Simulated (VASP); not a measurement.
Consider the following.

```
BC31Si32
1.0
    8.75833     0.00000     0.00000
    0.00000     8.75833     0.00000
    0.00000     0.00000     8.75833
Si C B
32 31 1
Direct
  0.49800   0.99977   0.99961
  0.74920   0.25059   0.00053
  0.74925   0.00064   0.25065
  0.99916   0.00052   0.00053
  0.24835   0.25010   0.99965
  0.49966   0.50001   0.00079
  0.74961   0.75143   0.99963
  0.24822   0.99959   0.25006
  0.49205   0.24805   0.24818
  0.75196   0.50768   0.24807
  0.49963   0.00069   0.50010
  0.75196   0.24788   0.50751
  0.74963   0.99956   0.75150
  0.00017   0.50182   0.99949
  0.24935   0.75050   0.00019
  0.99922   0.25051   0.25060
  0.24816   0.49947   0.24928
  0.50031   0.75156   0.24918
  0.00034   0.99952   0.50190
  0.24829   0.24939   0.49934
  0.49453   0.50534   0.50475
  0.75045   0.75153   0.49934
  0.24942   0.00029   0.75061
  0.50042   0.24947   0.75127
  0.75031   0.49945   0.75137
  0.00024   0.75158   0.25006
  0.99902   0.50008   0.50016
  0.24859   0.75110   0.50144
  0.00025   0.25016   0.75154
  0.24871   0.50157   0.75107
  0.49823   0.75113   0.75111
  0.99946   0.75044   0.75059
  0.62541   0.12287   0.12289
  0.87713   0.37437   0.12269
  0.87735   0.12247   0.37456
  0.12444   0.12460   0.12462
  0.37136   0.37480   0.12230
  0.62500   0.62830   0.12223
  0.87502   0.87532   0.12469
  0.37133   0.12208   0.37481
  0.87774   0.62848   0.37482
  0.62498   0.12201   0.62833
  0.87767   0.37482   0.62850
  0.87505   0.12464   0.87528
  0.12494   0.62557   0.12440
  0.37430   0.87495   0.12442
  0.12412   0.37519   0.37514
  0.37480   0.62499   0.37328
  0.62455   0.87560   0.37506
  0.12515   0.12453   0.62561
  0.37498   0.37357   0.62462
  0.62629   0.62495   0.62469
  0.87526   0.87474   0.62559
  0.37447   0.12463   0.87478
  0.62457   0.37518   0.87554
  0.87515   0.62542   0.87480
  0.12576   0.87407   0.37427
  0.12526   0.62482   0.62486
  0.37496   0.87438   0.62482
  0.12582   0.37425   0.87414
  0.37506   0.62475   0.87445
  0.62550   0.87410   0.87421
  0.12505   0.87473   0.87475
  0.63098   0.36900   0.36921
```
Cell charge +1.

The numbers are results of HSE06 screened hybrid, VASP's PBE PAW potentials (set 64) (plane waves; VASP), not measurements. Run with PREC = Normal, LREAL = Auto, ISYM = 0, NELECT = 254.0, EDIFF = 1E-5, 400 eV cut-off, 1×1×1 Γ-centred mesh, Gaussian smearing of 0.050 eV, potentials Si C B.

The cell is charged, with a uniform compensating background. The supercell is sampled at Γ alone, which is coarse: total energies, pressure and levels can be off, energies of defects by several tenths of an eV.

Task: Predict the energy per atom (σ→0).

Result: 
```json
{
 "energy per atom (σ→0)": "-8718 meV/atom"
}
```

The cell is a supercell with a defect, built from SiC (zinc blende): B_C, charge +1. The cell's shape comes from a PBE relaxation. The run is not spin-polarised, so no state with unpaired spins was tried.
